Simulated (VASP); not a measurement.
Mg$_{3}$ZnTe$_{4}$ (ordered alloy cell): computed properties

Level of theory: PBEsol GGA, VASP's PBE PAW potentials (set 64) (plane waves; VASP).

```
Quantity                                                                         Value
---------------------------------------------  ---------------------------------------
space group                                                                P-43m (215)
cell                                           a = b = c = 6.350 Å, α = β = γ = 90.00°
volume per atom                                                          32.01 Å³/atom
band gap (over mesh and band path)                                             1.84 eV
smallest direct gap (over mesh and band path)                                  1.84 eV
band-edge character                                                     direct, Γ to Γ
density                                                                     4.21 g/cm³
```

```yaml
crystal:
  lattice:
    - [6.35016, 0.00000, 0.00000]
    - [0.00000, 6.35016, 0.00000]
    - [0.00000, 0.00000, 6.35016]
  atoms:
    - { symbol: Zn, position: [0.00000, 0.00000, 0.00000] }
    - { symbol: Te, position: [0.24114, 0.24114, 0.24114] }
    - { symbol: Te, position: [0.75886, 0.75886, 0.24114] }
    - { symbol: Te, position: [0.75886, 0.24114, 0.75886] }
    - { symbol: Te, position: [0.24114, 0.75886, 0.75886] }
    - { symbol: Mg, position: [0.50000, 0.50000, 0.00000] }
    - { symbol: Mg, position: [0.50000, 0.00000, 0.50000] }
    - { symbol: Mg, position: [0.00000, 0.50000, 0.50000] }
```

Unless said otherwise, spin-orbit coupling is left out, though it shifts the bands of the heavy elements here.

The structure was generated: Mg3ZnTe4 was put into an ordered model structure (P-43m), which need not be its known phase. It was relaxed first. Symmetry was kept, so distortions that lower it aren't found.
